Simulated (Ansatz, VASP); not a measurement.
# Ru (Ruthenium): VASP beside Ansatz, part 3 of 3

Aim: how closely do two programs agree when they are given the same cell, functional and k mesh? The structure shown comes from an earlier Ansatz run, which isn't shown and may have moved the atoms alone.

VASP 6.6.1 and Ansatz 0.2.0.

So far: Ansatz: elastic constants, PBEsol, pair 1; VASP: elastic constants, PBEsol, pair 1; Side by side; Ansatz: elastic constants, PBEsol, pair 2; VASP: elastic constants, PBEsol, pair 2; Differences.

## (8) Ansatz: elastic constants, PBEsol, pair 3

Level of this step: Ansatz beside VASP: Kohn-Sham DFT, plane waves, PBEsol (Ansatz).

Elastic constants are differences of stresses under small strains, so they test the stress and the mesh.

The structure shown comes from an earlier Ansatz run, which isn't shown and may have moved the atoms alone.

Input file input.yaml:

```yaml
crystal:
  lattice:
    - [2.6900565768, 0.0, 0.0]
    - [-1.3450282884, 2.3296573331, 0.0]
    - [0.0, 0.0, 4.2495759177]
  atoms:
    - { symbol: Ru, position: [0.3333333333, 0.6666666667, 0.25] }
    - { symbol: Ru, position: [0.6666666667, 0.3333333333, 0.75] }
kpoints:
  mp_grid: { grid: [12, 12, 8] }
hamiltonian:
  xc: pbesol
scf:
  occupations: { method: gaussian, width: 0.05 }
output:
  forces: true
  stress: true
  eigenvalues: true
elastic:
  mode: relaxed_ion
  stencil: two_point
  amplitude: 0.002
```

Started as:

```console
> ansatz run input.yaml --threads 4 --pin off --max-ram 16384MiB --backend cpu --events-out ev --progress --plain --runs-dir out
```

Numbers of over 12 decimals in the logs are rounded to 6 here.

What it wrote:

```text
[...]
Crystal: 2 atoms, lattice volume = 26.632 Å³
Basis set: ecut = 420 eV, 537 PW (Γ), exchange–correlation on 40×40×60 points (8 copies of the dense FFT grid, shifted against one another)
Bands: 20, of which v1, the nominal top of the filled ones, is band 16 counted from 1 (15 counted from 0)
Symmetry: 24 space group operations
[...]
k-points: 95 of 1152
[...]
2.000e-3       1.3867      -11633.0194342       5   25886    537   relax 0 steps, max|allowed force component| 6.48e-17 eV/Å
[...]
δ    σ_23 (GPa)             F (eV)   n_scf  n_hpsi   n_pw
    -2.000e-3      -0.4016      -11633.0195965      10  111924    537   relax 1 steps, max|allowed force component| 3.84e-5 eV/Å
     2.000e-3       0.4016      -11633.0195965      11  118244    537   relax 1 steps, max|allowed force component| 3.84e-5 eV/Å
[key lines of the parts left out:]
SCF converged after 8 iterations
Free energy (F): -11633.019666 eV
Fermi energy:    23.975620 eV
P = ⅓ Tr σ = 0.0191 GPa (0.191 kbar)
```

## (9) VASP: elastic constants, PBEsol, pair 3

The same cell, functional, mesh and smearing now go to VASP, with its own data sets.

Input file INCAR:

```
SYSTEM = Ru
PREC = Accurate
ENCUT = 500
EDIFF = 1E-08
NELM = 120
ISMEAR = 0
SIGMA = 0.05
LREAL = .FALSE.
ALGO = Normal
GGA = PS
NBANDS = 20
LASPH = .TRUE.
LORBIT = 11
LWAVE = .FALSE.
LCHARG = .FALSE.
ISIF = 3
IBRION = 6
NFREE = 2
POTIM = 0.015
NSW = 1
GGA_COMPAT = .FALSE.
KPAR = 2
```

Input file POSCAR:

```
Ru
1.0
    2.6900565768      0.0000000000      0.0000000000
   -1.3450282884      2.3296573331      0.0000000000
    0.0000000000      0.0000000000      4.2495759177
Ru
2
Direct
    0.3333333333      0.6666666667      0.2500000000
    0.6666666667      0.3333333333      0.7500000000
```

Input file KPOINTS:

```
Automatic mesh
0
Gamma
12 12 8
0 0 0
```

Potentials, in the order of the species: Ru_pv (PBE family, release 64).

Started as:

```console
> mpirun -np 2 vasp_std
```

What it wrote:

```text
[... set-up lines as in an earlier step ...]
 entering main loop
       N       E                     dE             d eps       ncg     rms          rms(c)
DAV:   1     0.282429382919E+03    0.28243E+03   -0.17425E+04  3816   0.152E+03
DAV:   2    -0.159165703777E+02   -0.29835E+03   -0.28936E+03  3908   0.454E+02
DAV:   3    -0.218950799677E+02   -0.59785E+01   -0.59338E+01  4320   0.720E+01
DAV:   4    -0.219413029180E+02   -0.46223E-01   -0.46173E-01  4948   0.599E+00
[...]
DAV:  12    -0.203531506808E+02   -0.31705E-07   -0.30641E-07  4272   0.522E-03    0.126E-03
DAV:  13    -0.203531505933E+02    0.87579E-07   -0.16217E-08  2896   0.137E-03    0.372E-04
DAV:  14    -0.203531506014E+02   -0.81586E-08   -0.73790E-10  2648   0.284E-04
   1 F= -.20353151E+02 E0= -.20351706E+02  d E =-.289007E-02
[... from here on, the cycles between the ionic steps are left out ...]
   2 F= -.20342056E+02 E0= -.20340841E+02  d E =-.243031E-02
   3 F= -.20341232E+02 E0= -.20340000E+02  d E =-.246369E-02
   9 F= -.20349495E+02 E0= -.20348311E+02  d E =-.236739E-02
  10 F= -.20349391E+02 E0= -.20347996E+02  d E =-.279029E-02
  11 F= -.20349391E+02 E0= -.20347996E+02  d E =-.279030E-02
  12 F= -.20349394E+02 E0= -.20347998E+02  d E =-.279080E-02
  13 F= -.20349394E+02 E0= -.20347998E+02  d E =-.279080E-02
  14 F= -.20352364E+02 E0= -.20350947E+02  d E =-.283363E-02
  15 F= -.20352364E+02 E0= -.20350947E+02  d E =-.283363E-02
  16 F= -.20351600E+02 E0= -.20350156E+02  d E =-.288928E-02
  17 F= -.20351600E+02 E0= -.20350156E+02  d E =-.288926E-02
 Finite differences progress:
  Degree of freedom:   8/  8
  Displacement:        2/  2
  Total:              16/ 16
```

From OUTCAR (step 9):

```text
  Total        0.0000396      0.0000396      0.0120196      0.0000000      0.0000000     -0.0000000
  in kB        0.0023823      0.0023823      0.7231063      0.0000000      0.0000000     -0.0000000
  external PRESSURE =       0.2426236 kB  Pullay stress =       0.0000000 kB

 POSITION                                       TOTAL-FORCE (eV/Angst)
 -----------------------------------------------------------------------------------
     -0.00000      1.55310      1.04739        -0.000000      0.000000      0.206703
      1.34503      0.77655      3.18718         0.000000     -0.000000     -0.206703
 -----------------------------------------------------------------------------------
    total drift:                               -0.000000      0.000000     -0.000247

  FREE ENERGIE OF THE ION-ELECTRON SYSTEM (eV)
  ---------------------------------------------------
  free  energy   TOTEN  =       -20.3516003151 eV

  energy  without entropy=      -20.3487110582  energy(sigma->0) =      -20.35015569

[... 1 part as in an earlier step ...]

[... 2 further parts left out ...]
[key lines of the parts left out:]
E-fermi :  13.0918
```

Levels, forces or a CONTCAR printed for this step are those of its last displaced cell, not of the structure at rest.

## (10) Comparison

What differs besides the data sets and the points named for the pairs above, as far as they apply: the data sets hold 32 valence electrons in Ansatz (on its default PAW (the set named soft_2) files) and 28 in VASP. Total energies have different zeros and are not compared.

Both answers:

```
 quantity  Ansatz   VASP  difference
C11 (GPa)   600.4  609.2     -1.45 %
C22 (GPa)   600.4  609.2     -1.45 %
C33 (GPa)   714.3  704.0     +1.47 %
C12 (GPa)   233.4  226.8     +2.90 %
C13 (GPa)   188.2  193.7     -2.81 %
C23 (GPa)   188.2  193.7     -2.81 %
C44 (GPa)   200.8  200.9     -0.04 %
C55 (GPa)   200.8  200.9     -0.04 %
C66 (GPa)   183.5  191.2     -4.03 %
```

## (11) Summary of results

| Item | Value |
| --- | --- |
| difference in C13 (elastic constants, PBEsol, pair 1) | -2.6 % |
| difference in C13 (elastic constants, PBEsol, pair 2) | -0.87 % |
| difference in C66 (elastic constants, PBEsol, pair 3) | -4.0 % |

The difference in C66 is -4.0 % (elastic constants, PBEsol, pair 3), within the 5 % picked in this series as the mark of a large difference. The data sets hold unlike numbers of valence electrons (32 in Ansatz and 28 in VASP), so part of the differences comes from the potentials. How closely two codes agree says nothing of how well the functional describes the real material.

[Lines on the potential files, build, host, timing and source positions are cut from VASP's logs without a mark.]

[Logs are printed without paths, hosts, clocks, repeated set-up lines and the standing remarks that a program may print on its own settings, such as how far it seeks lower states.]

[Hosts, paths, dates, database ids (printed as entryN), source tags and the programs' standing remarks are cut or masked in the printed files.]
